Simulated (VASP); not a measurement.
Given:

```
CELL_PARAMETERS angstrom
      3.31327     0.00000     0.00000
     -1.65664     2.86938     0.00000
      0.00000     0.00000     3.23359
ATOMIC_POSITIONS crystal
  Nb 0.00000 0.00000 0.00000
  P  0.66667 0.33333 0.50000
```

Method: PBE GGA, VASP's PBE PAW potentials (set 64) (plane waves; VASP 6.6.1). Run with 400 eV cut-off, 2×2×2 Monkhorst-Pack mesh, Gaussian smearing of 0.050 eV, potentials Nb_sv P.

Question: Give the stress tensor in GPa (positive for a compressed cell).

Answer: 
```
 2.75   0.00   0.00
 0.00   2.75   0.00
 0.00   0.00  10.51
```
The pressure is its mean diagonal, 5.34 GPa.

The structure was generated: NbP was put into the WC type (P-6m2), which need not be its known phase. The cell was not relaxed at this level. The k-mesh is coarse (spacing up to 1.09 per Å, 2π included), so the numbers may not be converged in it. The run is one of a series of settings (KPOINTS 2×2×2 Monkhorst-Pack mesh against the base run), some of them coarse on purpose.
